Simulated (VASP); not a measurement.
An input for Ansatz (written as the equivalent of a VASP run, and not itself run):

Ansatz 0.2 input:
```yaml
crystal:
  lattice:
    - [2.4843058, 0.0000000, 0.0000000]
    - [-1.2421529, 2.1514717, 0.0000000]
    - [0.0000000, 0.0000000, 4.1105558]
  atoms:
    - { symbol: B, position: [0.3333330, 0.6666670, 0.0004527] }
    - { symbol: B, position: [0.6666670, 0.3333330, 0.5004527] }
    - { symbol: N, position: [0.3333330, 0.6666670, 0.3745473] }
    - { symbol: N, position: [0.6666670, 0.3333330, 0.8745473] }
kpoints:
  mp_grid: { grid: [10, 10, 6] }
hamiltonian:
  xc: pbesol
  pseudopotentials: { kind: paw }
scf:
  occupations: { method: gaussian, width: 0.05 }
  max_iter: 100
relax:
  max_steps: 40
  f_tol: 0.02
  cell: { p_target: 45 }
output: { forces: true, stress: true, eigenvalues: true }
```

### Question
Translate this input to VASP (INCAR, KPOINTS, POSCAR, choice of POTCAR).

### Answer
One answer among several that fit: 
### KPOINTS
```
Automatic mesh
0
gamma
  10 10 6
```

### INCAR
```
! general
SYSTEM  = BN
PREC    = Accurate
ENCUT   = 620   ! plane-wave cut-off (eV)
LREAL   = .FALSE.   ! projection in real space or not
LASPH   = .TRUE.   ! aspherical one-centre terms

! electronic loop
EDIFF   = 1E-6   ! SCF stop (eV)
NELM    = 100
ALGO    = Normal

! smearing
ISMEAR  = 0   ! Gaussian
SIGMA   = 0.05   ! width (eV)

! functional
GGA     = PS   ! PBEsol

! ions
IBRION  = 2
NSW     = 40   ! most ionic steps
ISIF    = 3   ! ions, shape and volume
EDIFFG  = -0.02   ! ionic stop
PSTRESS = 450

! output
LWAVE   = .FALSE.
LCHARG  = .FALSE.
```

File POSCAR:
```
BN
1.0
  2.4843058230   0.0000000000   0.0000000000
 -1.2421529115   2.1514717446   0.0000000000
  0.0000000000   0.0000000000   4.1105558352
B N
2 2
Cart
 -0.0000012422   1.4343152136   0.0018606579
  1.2421541537   0.7171565310   2.0571385755
 -0.0000012422   1.4343152136   1.5395977803
  1.2421541537   0.7171565310   3.5948756979
```

POTCAR, in this order: B N (PBE.64 set). Program: vasp_std.

Limits of the translation: each code has its own PAW files, so the cut-off isn't converted (ENCUT is set for VASP's; basis.ecutwfc is left out, and Ansatz then takes the one that its files recommend); Ansatz stops its SCF on the density residual and VASP on the energy change (EDIFF).

The structure was generated: BN was put into the wurtzite type (P6_3mc), which need not be its known phase. This run relaxes it under an external pressure of 45 GPa. Symmetry was kept, so distortions that lower it aren't found.
